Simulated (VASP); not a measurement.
Method: PBE GGA with D4 dispersion, VASP's PBE PAW potentials (set 64) (plane waves; VASP).

Input for VASP

File KPOINTS:
```
kpoints
0
Gamma
 8 8 8
```

**INCAR**
```
SYSTEM = ZrO2
PREC = Accurate
ENCUT = 520
EDIFF = 1E-7
NELM = 100
ALGO = Normal
LREAL = .FALSE.
LASPH = .TRUE.
ISMEAR = 0
SIGMA = 0.05
GGA = PE
IVDW = 13
LMAXMIX = 4
LWAVE = .FALSE.
LCHARG = .FALSE.
ISIF = 2
```

**POSCAR**
```
ZrO2
1.0
  0.0000000000   2.5450000000   2.5450000000
  2.5450000000   0.0000000000   2.5450000000
  2.5450000000   2.5450000000   0.0000000000
Zr O
1 2
Cart
  0.0000000000   0.0000000000   0.0000000000
  1.2725000000   1.2725000000   1.2725000000
  3.8175000000   3.8175000000   3.8175000000
```

POTCAR, in this order: Zr_sv O (PBE.64 set). Program: vasp_std.

**Question.** Estimate the energy per atom (σ→0), dispersion energy, band gap (on the k-mesh).

**Answer.** 
| Property | Value |
|---|---|
| energy per atom (σ→0) | -9.730 eV/atom |
| dispersion energy | -0.628 eV |
| band gap (on the k-mesh) | 3.35 eV |

File OSZICAR:
```
...
DAV:  10    -0.285605946847E+02   -0.11143E-02   -0.52157E-03  1112   0.726E-01    0.152E-01
DAV:  11    -0.285606057160E+02   -0.11031E-04   -0.17359E-03  1224   0.349E-01    0.140E-01
DAV:  12    -0.285605489941E+02    0.56722E-04   -0.31679E-04   984   0.144E-01    0.586E-03
DAV:  13    -0.285605506325E+02   -0.16384E-05   -0.15133E-05  1288   0.285E-02    0.403E-03
DAV:  14    -0.285605508778E+02   -0.24535E-06   -0.28828E-06  1136   0.113E-02    0.548E-03
DAV:  15    -0.285605506780E+02    0.19982E-06   -0.28797E-07  1064   0.490E-03    0.671E-04
DAV:  16    -0.285605506668E+02    0.11268E-07   -0.11670E-08   608   0.975E-04
   1 F= -.29188550E+02 E0= -.29188550E+02  d E =-.453337E-15
```

The compound is ZrO2 in the fluorite structure, the high-temperature cubic form, which is unstable at 0 K; the monoclinic form is the stable one. The cell was not relaxed at this level.
